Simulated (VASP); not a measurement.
Energy against volume of Sc (hcp). Computed with rev-vdW-DF2, VASP's PBE PAW potentials (set 64) (plane waves; VASP). Settings: 520 eV cut-off, 13×13×7 Γ-centred mesh, first-order Methfessel-Paxton smearing of 0.10 eV, potentials Sc_sv.

Shape and ions are relaxed at each volume.

```tsv
V (Å³/atom)	E (eV/atom)
23.177	-3.88912
23.894	-3.89323
24.610	-3.88961
25.327	-3.87931
```

Fit these four points and predict the energy of the run at 22.460 Å³/atom.

A cubic in V^(−2/3), the third-order Birch-Murnaghan form, passes through the four points with V0 = 23.90 Å³/atom and B0 = 57 GPa, and gives -3.8760 eV/atom there. The run gave -3.8762 eV/atom, -0.2 meV/atom from the fit; all five points give B0 = 57 GPa.

The compound is Sc in the hcp structure. It was relaxed first.
